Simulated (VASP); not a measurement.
VASP input:

**POSCAR**
```
HgS
1
    0.0000000000     2.9835000000     2.9835000000
    2.9835000000     0.0000000000     2.9835000000
    2.9835000000     2.9835000000     0.0000000000
Hg S
1 1
Direct
  0.0000000000   0.0000000000   0.0000000000
  0.2500000000   0.2500000000   0.2500000000
```

### INCAR
```
SYSTEM = HgS
PREC = Low; ENCUT = 400; LREAL = .FALSE.
LASPH = .TRUE.
EDIFF = 1E-6; NELM = 100; ALGO = Normal
LMAXMIX = 6
ISMEAR = 0; SIGMA = 0.05
GGA = PE
ISIF = 2
LWAVE = .FALSE.; LCHARG = .FALSE.
```

### KPOINTS
```
Automatic mesh
0
G
7 7 7
```

POTCAR, in this order: Hg S (PBE.64 set). Program: vasp_std.

Task: Translate this PBE calculation to Ansatz.

Result: One equivalent input (not run):
Ansatz 0.2 input:
```yaml
crystal:
  lattice:
    - [0.0000000, 2.9835000, 2.9835000]
    - [2.9835000, 0.0000000, 2.9835000]
    - [2.9835000, 2.9835000, 0.0000000]
  atoms:
    - { symbol: Hg, position: [0.0000000, 0.0000000, 0.0000000] }
    - { symbol: S, position: [0.2500000, 0.2500000, 0.2500000] }
kpoints:
  mp_grid: { grid: [7, 7, 7] }
hamiltonian:
  xc: pbe
  pseudopotentials: { kind: paw }
scf:
  occupations: { method: gaussian, width: 0.05 }
  max_iter: 100
output: { forces: true, stress: true, eigenvalues: true }
```
What does not carry over: each code has its own PAW files, so the cut-off isn't converted (ENCUT is set for VASP's; basis.ecutwfc is left out, and Ansatz then takes the one that its files recommend); Ansatz stops its SCF on the density residual and VASP on the energy change (EDIFF).

The compound is HgS in the zinc blende structure, metacinnabar; cinnabar is the stable form. The cell was not relaxed at this level. The run is one of a series of settings (PREC = Low against the base run), some of them coarse on purpose.
